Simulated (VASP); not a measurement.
```
DyRh
1.0
    3.40300     0.00000     0.00000
    0.00000     3.40300     0.00000
    0.00000     0.00000     3.40300
Dy Rh
1 1
Cartesian
  0.00000   0.00000   0.00000
  1.70150   1.70150   1.70150
```

The numbers are results of PBEsol GGA, VASP's PBE PAW potentials (set 64) (plane waves; VASP), not measurements. Numerical set-up: 400 eV cut-off, 10×10×10 Γ-centred mesh, first-order Methfessel-Paxton smearing of 0.10 eV, potentials Dy_3 Rh_pv.

The 4f electrons are frozen in the core of the lanthanide potential, so 4f levels, which can set the real gap, and their magnetism are missing. Energy and stress use the plane-wave basis of the starting cell.

**Question.** The ions, cell shape and volume are relaxed. Predict the relaxed structure.

**Answer.** 
```
DyRh
1.0
    3.36715     0.00000     0.00000
    0.00000     3.36715     0.00000
    0.00000     0.00000     3.36715
Dy Rh
1 1
Cartesian
  0.00000   0.00000   0.00000
  1.68358   1.68358   1.68358
```
Space group Pm-3m (221), at a tolerance of 0.03 Å.

**Question.** How do energy and volume change from the first to the last step?

**Answer.** The energy (σ→0) changes by -7.8 meV/atom and the volume by -3.1 %, in 3 ionic steps.

| step | E(σ→0) (eV) | max force (eV/Å) | pressure (GPa) | volume (Å³) |
|---|---|---|---|---|
| 1 | -14.7565 | 0.000 | -3.91 | 39.41 |
| 2 | -14.7483 | 0.000 | 5.45 | 36.73 |
| 3 | -14.7721 | 0.000 | -0.08 | 38.18 |

The structure comes from a measured DyRh entry (Pm-3m) of the Crystallography Open Database, whose conditions weren't checked. This run relaxes it. Symmetry was kept, so distortions that lower it aren't found.
